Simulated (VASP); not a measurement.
Crystal: Ga3Se.

```
CELL_PARAMETERS angstrom
4.43246 0.00000 0.00000
0.00000 4.43246 0.00000
0.00000 0.00000 4.43246
ATOMIC_POSITIONS crystal
Se 0.00000 0.00000 0.00000
Ga 0.50000 0.50000 0.00000
Ga 0.50000 0.00000 0.50000
Ga 0.00000 0.50000 0.50000
```

The cell comes from a database or a generator and needn't be the stable form of this composition.

```yaml
Program: VASP 6.6.1
Task: single point
Functional: PBEsol
Potentials_or_basis: VASP PAW PBE potentials, release 64 (Se, Ga_d)
Cutoff: 520 eV
k_mesh: 6 × 6 × 6
Occupations: fermi-dirac, width 0.05 eV
Spin: no spin polarisation
```

On this cell: pressure -3.6 GPa; largest force zero by symmetry; band gap on the k mesh none (metal or under the smearing width).

The same run follows on a disturbed copy (atoms moved at random, drawn with an rms of 0.05 Å):

```
Se Ga
1.0
     4.43246    0.00000    0.00000
     0.00000    4.43246    0.00000
     0.00000    0.00000    4.43246
Se Ga
1 3
Cartesian
  0.0042 0.0104 0.0121
  2.2707 2.1785 -0.0018
  2.2445 0.0052 2.2030
  0.0223 2.2095 2.1762
```

Task: What changes?

Result: The energy (extrapolated to zero smearing) moves by +0.7 meV/atom; pressure -3.5 GPa; largest force 0.071 eV/Å; band gap on the k mesh none (metal or under the smearing width).

Forces on the atoms (eV/Å):
```
Se   0.015 -0.019 -0.018
Ga  -0.033  0.039 -0.049
Ga  -0.023 -0.048  0.029
Ga   0.042  0.028  0.039
```

Caveats: the PAW data sets were made with another functional, which shifts forces and pressure a little.
